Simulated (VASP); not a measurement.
An input for Ansatz (written as the equivalent of a VASP run, and not itself run):

Ansatz 0.2 input:
```yaml
crystal:
  lattice:
    - [3.4450050, -2.9287250, 0.0000000]
    - [3.4450050, 2.9287250, 0.0000000]
    - [-3.0907670, 0.0000000, 5.0035190]
  atoms:
    - { symbol: P, position: [0.0743170, 0.3097710, 0.3545170] }
    - { symbol: P, position: [0.9328880, 0.6941790, 0.6644940] }
    - { symbol: P, position: [0.6780840, 0.9619030, 0.1744160] }
    - { symbol: P, position: [0.2930920, 0.0459020, 0.8382840] }
    - { symbol: Pd, position: [0.5073290, -0.0114610, 0.4830180] }
    - { symbol: Pd, position: [0.0142900, 0.4997070, -0.0147290] }
kpoints:
  mp_grid: { grid: [4, 4, 4] }
hamiltonian:
  xc: pbesol
  pseudopotentials: { kind: paw }
scf:
  occupations: { method: fermi_dirac, width: 0.01 }
  max_iter: 100
output: { forces: true, stress: true, eigenvalues: true }
```

Problem. Translate this input to VASP (INCAR, KPOINTS, POSCAR, choice of POTCAR).

Solution. Several could match; the one computed here: 
POSCAR:
```
P2Pd
5.0035190
  0.6885164221  -0.5853330426   0.0000000000
  0.6885164221   0.5853330426   0.0000000000
 -0.6177186496   0.0000000000   1.0000000000
P Pd
4 2
Cart
  0.0454591330   0.1378190062   0.3545170000
  0.7097920131  -0.1397242653   0.6644940000
  1.0214179656   0.1661286388   0.1744160000
 -0.2844207245  -0.1446884748   0.8382840000
  0.0430440345  -0.3036649292   0.4830180000
  0.3629937534   0.2841306095  -0.0147290000
```

File KPOINTS:
```
K-points
0
G
 4 4 4
```

**INCAR**
```
! general
SYSTEM  = P2Pd
PREC    = Accurate
ENCUT   = 300
LREAL   = .FALSE.
LASPH   = .TRUE.

! electronic loop
EDIFF   = 1E-6
NELM    = 100
ALGO    = Normal
LMAXMIX = 4

! smearing
ISMEAR  = -1
SIGMA   = 0.01

! functional
GGA     = PS

! ions
ISIF    = 2

! output
LWAVE   = .FALSE.
LCHARG  = .FALSE.
```

POTCAR, in this order: P Pd (PBE.64 set). Program: vasp_std.

Limits of the translation: each code has its own PAW files, so the cut-off isn't converted (ENCUT is set for VASP's; basis.ecutwfc is left out, and Ansatz then takes the one that its files recommend); Ansatz stops its SCF on the density residual and VASP on the energy change (EDIFF).

The structure comes from a computed database's P2Pd entry; how it stands against other phases isn't given here. The cell was not relaxed at this level, atoms are displaced from their ideal sites.
